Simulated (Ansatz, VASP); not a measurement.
This is a calculation of CsLiCr2Te2S3 for Ansatz 0.2.0.

input.yaml

```yaml
crystal:
  lattice:
    - [7.1407811022, -2.0613724362, 0.0173582658]
    - [7.1407811022, 2.0613724362, 0.0173582658]
    - [-2.4814385513, 0.0, 7.1323664576]
  atoms:
    - { symbol: Cs, position: [0.5, 0.5, 0.0] }
    - { symbol: Li, position: [0.0, 0.0, 0.5] }
    - { symbol: Cr, position: [0.3287, 0.3287, 0.433], spin: 3.0 }
    - { symbol: Cr, position: [0.6713, 0.6713, 0.567], spin: 3.0 }
    - { symbol: Te, position: [0.80672, 0.80672, 0.17427] }
    - { symbol: Te, position: [0.19328, 0.19328, 0.82573] }
    - { symbol: S, position: [0.16358, 0.16358, 0.39713] }
    - { symbol: S, position: [0.83642, 0.83642, 0.60287] }
    - { symbol: S, position: [0.5, 0.5, 0.5] }
hamiltonian:
  xc: pbe
  pseudopotentials: { kind: paw }
magnetization:
  spin_polarized: true
kpoints:
  mp_grid: { grid: [7, 7, 4] }
scf:
  occupations: { method: fermi_dirac, width: 0.05 }
output:
  forces: true
  stress: true
  eigenvalues: true
```

Potentials or basis: Ansatz PAW.

The run is started by

```console
$ ansatz run input.yaml --threads 8 --pin off --max-ram 20480MiB --backend cpu --events-out ev --progress --plain --runs-dir out
```

Q: Translate it to VASP 6.6.1. Potentials there: VASP PAW PBE potentials, release 64 (Cs_sv, Li_sv, Cr_pv, Te, S).

A: As run (the cutoff follows the program's own potentials):

File INCAR:

```
PREC     = Accurate       # precision mode
ENCUT    = 520            # plane-wave cutoff, eV
EDIFF    = 1E-7           # SCF threshold, eV
ISMEAR   = -1             # smearing method
SIGMA    = 0.05           # smearing width, eV
LREAL    = False          # projectors in reciprocal space
LASPH    = True           # aspherical terms in the spheres
NELM     = 100            # most SCF steps
ALGO     = Normal         # electronic algorithm
ISIF     = 2              # what is computed and relaxed
LWAVE    = False          # write WAVECAR
LCHARG   = False          # write CHGCAR
ISPIN    = 2              # spin polarisation
MAGMOM   = 0 0 3 3 0 0 0 0 0 # initial moments
LORBIT   = 11             # projections on sites
LMAXMIX  = 4              # l up to which the mixer works
GGA      = PE             # functional
NBANDS   = 47             # bands
KPAR     = 4
```

The input KPOINTS:

```
regular mesh
0
Gamma
  7 7 4
```

POSCAR

```
CsLiCr2Te2S3
1.0
    7.1407811022     -2.0613724362      0.0173582658
    7.1407811022      2.0613724362      0.0173582658
   -2.4814385513      0.0000000000      7.1323664576
Cs Li Cr Te S
1 1 2 2 3
Direct
    0.5000000000      0.5000000000      0.0000000000
    0.0000000000      0.0000000000      0.5000000000
    0.3287000000      0.3287000000      0.4330000000
    0.6713000000      0.6713000000      0.5670000000
    0.8067200000      0.8067200000      0.1742700000
    0.1932800000      0.1932800000      0.8257300000
    0.1635800000      0.1635800000      0.3971300000
    0.8364200000      0.8364200000      0.6028700000
    0.5000000000      0.5000000000      0.5000000000
```

Potentials or basis: VASP PAW PBE potentials, release 64 (Cs_sv, Li_sv, Cr_pv, Te, S).

Run with:

```bash
$ cat potpaw_PBE.64/Cs_sv/POTCAR potpaw_PBE.64/Li_sv/POTCAR potpaw_PBE.64/Cr_pv/POTCAR potpaw_PBE.64/Te/POTCAR potpaw_PBE.64/S/POTCAR > POTCAR
$ mpirun -np 4 vasp_std > vasp.out
```

Both were run:

|  | VASP | Ansatz | Ansatz less VASP |
| --- | --- | --- | --- |
| gap on the k mesh at the Fermi level (eV) | none | none | - |
| rms of the force components (eV/Å) | 0.139 | 0.138 | -0.0003 |
| net moment per atom (μB) | 0.57 | 0.57 | -0.002 |
| size of the moment on the site where the two differ most (μB) | 2.72 | 2.45 | -0.270 |

Site moments also hang on the region over which each program counts them. Atom by atom the forces differ by 0.003 eV/Å (rms over components). A gap of «none» marks a metal or a gap that the smearing closes. The two sets of potentials don't hold the same shells in valence.

Caveats: only a ferromagnetic start was run, and an antiferromagnetic order may lie lower in energy. The runs have no spin-orbit coupling, so splittings on Cs, Te are missing.
